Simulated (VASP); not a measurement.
Computed with revPBE GGA, VASP's PBE PAW potentials (set 64) (plane waves; VASP).

A VASP calculation is set up with these files.

INCAR:
```
! general
SYSTEM =InSb
PREC   =Accurate
ENCUT  =520
LREAL  =.FALSE.
LASPH  =.TRUE.

! electronic loop
EDIFF  =1E-7
NELM   =100
ALGO   =Normal
LMAXMIX=4

! smearing
ISMEAR =-5

! functional
GGA    =RE

! ions
ISIF   =2

! output
LWAVE  =.FALSE.
LCHARG =.TRUE.
LORBIT =11
NEDOS  =601
```

File KPOINTS:
```
Automatic mesh
0
Gamma
11 11 11
0 0 0
```

POSCAR:
```
InSb
1
    0.0000000000     3.3473218299     3.3473218299
    3.3473218299     0.0000000000     3.3473218299
    3.3473218299     3.3473218299     0.0000000000
In Sb
1 1
Direct
  0.0000000000   0.0000000000   0.0000000000
  0.2500000000   0.2500000000   0.2500000000
```

POTCAR, in this order: In_d Sb (PBE.64 set). Program: vasp_std.

The resulting files:

OUTCAR:
```
 ion  position               nearest neighbor table
   1  0.000  0.000  0.000-   2 2.90   2 2.90   2 2.90   2 2.90
   2  0.250  0.250  0.250-   1 2.90   1 2.90   1 2.90   1 2.90
  LATTYP: Found a face centered cubic cell.
 ALAT       =     6.6946436598
 Subroutine PRICEL returns:
 Original cell was already a primitive cell.
 Subroutine GETGRP returns: Found 24 space group operations
The static configuration has the point symmetry T_d .
The dynamic configuration has the point symmetry T_d .
 Subroutine INISYM returns: Found 24 space group operations
 Subroutine IBZKPT returns following result:
 Found     56 irreducible k-points:

 Following reciprocal coordinates:
            Coordinates               Weight
  0.000000  0.000000  0.000000      1.000000
  0.090909  0.000000  0.000000      8.000000
  0.181818  0.000000  0.000000      8.000000
  0.272727  0.000000  0.000000      8.000000
  0.363636  0.000000  0.000000      8.000000
  0.454545  0.000000  0.000000      8.000000
  0.090909  0.090909  0.000000      6.000000
  0.181818  0.090909  0.000000     24.000000
  0.272727  0.090909  0.000000     24.000000
  0.363636  0.090909  0.000000     24.000000
  0.454545  0.090909  0.000000     24.000000
 -0.454545  0.090909  0.000000     24.000000
 -0.363636  0.090909  0.000000     24.000000
 -0.272727  0.090909  0.000000     24.000000
 -0.181818  0.090909  0.000000     24.000000
 -0.090909  0.090909  0.000000     12.000000
  0.181818  0.181818  0.000000      6.000000
  0.272727  0.181818  0.000000     24.000000
  0.363636  0.181818  0.000000     24.000000
  0.454545  0.181818  0.000000     24.000000
 -0.454545  0.181818  0.000000     24.000000
 -0.363636  0.181818  0.000000     24.000000
 -0.272727  0.181818  0.000000     24.000000
 -0.181818  0.181818  0.000000     12.000000
  0.272727  0.272727  0.000000      6.000000
  0.363636  0.272727  0.000000     24.000000
  0.454545  0.272727  0.000000     24.000000
 -0.454545  0.272727  0.000000     24.000000
 -0.363636  0.272727  0.000000     24.000000
 -0.272727  0.272727  0.000000     12.000000
  0.363636  0.363636  0.000000      6.000000
  0.454545  0.363636  0.000000     24.000000
 -0.454545  0.363636  0.000000     24.000000
 -0.363636  0.363636  0.000000     12.000000
  0.454545  0.454545  0.000000      6.000000
 -0.454545  0.454545  0.000000     12.000000
  0.272727  0.181818  0.090909     24.000000
  0.363636  0.181818  0.090909     48.000000
  0.454545  0.181818  0.090909     48.000000
 -0.454545  0.181818  0.090909     48.000000
   k-points           NKPTS =     56   k-points in BZ     NKDIM =     56   number of bands    NBANDS=     13
   number of dos      NEDOS =    601   number of ions     NIONS =      2
   total plane-waves  NPLWV =  46656
   dimension x,y,z NGX =    36 NGY =   36 NGZ =   36
   dimension x,y,z NGXF=    72 NGYF=   72 NGZF=   72
   ions per type =               1   1
   PREC   = accura    normal or accurate (medium, high low for compatibility)
   ISTART =      0    job   : 0-new  1-cont  2-samecut
   ICHARG =      2    charge: 1-file 2-atom 10-const
   ISPIN  =      1    spin polarized calculation?
   LNONCOLLINEAR =      F non collinear calculations
   LSORBIT =      F    spin-orbit coupling
   INIWAV =      1    electr: 0-lowe 1-rand  2-diag
   ENCUT  =  520.0 eV  38.22 Ry    6.18 a.u.   8.80  8.80  8.80*2*pi/ulx,y,z
   NELM   =    100;   NELMIN=  2; NELMDL= -5     # of ELM steps
   EDIFF  = 0.1E-06   stopping-criterion for ELM
   LREAL  =      F    real-space projection
   NLSPLINE    = F    spline interpolate recip. space projectors
   LMAXMIX     =    4 max onsite mixed and CHGCAR
...
```

**OSZICAR**
```
       N       E                     dE             d eps       ncg     rms          rms(c)
DAV:   1     0.109747791859E+03    0.10975E+03   -0.79904E+03  1456   0.134E+03
DAV:   2     0.114046678400E+01   -0.10861E+03   -0.10641E+03  1536   0.302E+02
DAV:   3    -0.624314647154E+01   -0.73836E+01   -0.73279E+01  1926   0.855E+01
DAV:   4    -0.645046722138E+01   -0.20732E+00   -0.20722E+00  1742   0.173E+01
DAV:   5    -0.645882525797E+01   -0.83580E-02   -0.83577E-02  2088   0.278E+00    0.356E+00
DAV:   6    -0.638742219718E+01    0.71403E-01   -0.16416E-01  1977   0.628E+00    0.211E+00
DAV:   7    -0.638650692949E+01    0.91527E-03   -0.66281E-02  1850   0.252E+00    0.624E-01
DAV:   8    -0.639020388538E+01   -0.36970E-02   -0.87677E-03  1622   0.114E+00    0.181E-01
DAV:   9    -0.639129637961E+01   -0.10925E-02   -0.12918E-03  1744   0.308E-01    0.654E-02
DAV:  10    -0.639158261601E+01   -0.28624E-03   -0.25260E-04  1616   0.117E-01    0.226E-02
DAV:  11    -0.639171285592E+01   -0.13024E-03   -0.29299E-04  1591   0.109E-01    0.152E-02
DAV:  12    -0.639171362768E+01   -0.77176E-06   -0.25536E-06  1817   0.120E-02    0.110E-02
DAV:  13    -0.639171769678E+01   -0.40691E-05   -0.94754E-06  1521   0.212E-02    0.574E-03
DAV:  14    -0.639171798228E+01   -0.28550E-06   -0.29979E-07  1841   0.399E-03    0.287E-03
DAV:  15    -0.639171802823E+01   -0.45945E-07   -0.41244E-08  1088   0.144E-03
   1 F= -.63917180E+01 E0= -.63917180E+01  d E =0.000000E+00
```

**OUTCAR**
```
------------------------ aborting loop because EDIFF is reached ----------------------------------------
  FORCE on cell =-STRESS in cart. coord.  units (eV):
  Direction    XX          YY          ZZ          XY          YZ          ZX
  --------------------------------------------------------------------------------------
  Total       -0.0153290     -0.0153290     -0.0153290      0.0000000     -0.0000000      0.0000000
  in kB       -0.3274174     -0.3274174     -0.3274174      0.0000000     -0.0000000      0.0000000
  external PRESSURE =      -0.3274174 kB  Pullay stress =       0.0000000 kB
  volume of cell :       75.01
      direct lattice vectors                 reciprocal lattice vectors
     0.000000000  3.347321830  3.347321830    -0.149373148  0.149373148  0.149373148
     3.347321830  0.000000000  3.347321830     0.149373148 -0.149373148  0.149373148
     3.347321830  3.347321830  0.000000000     0.149373148  0.149373148 -0.149373148
  FREE ENERGIE OF THE ION-ELECTRON SYSTEM (eV)
  ---------------------------------------------------
  free  energy   TOTEN  =        -6.3917180282 eV

  energy  without entropy=       -6.3917180282  energy(sigma->0) =       -6.39171803

 total charge

# of ion       s       p       d       tot
------------------------------------------
    1        0.874   0.627   9.857  11.358
    2        1.140   1.286   0.016   2.442
--------------------------------------------------
tot          2.014   1.913   9.873  13.800
```
(Selected blocks of OUTCAR.)

For a metal the tetrahedron method with Blöchl corrections gives inexact stress and forces.

The compound is InSb in the zinc blende structure. It was relaxed first, which changed the volume by +10 %.
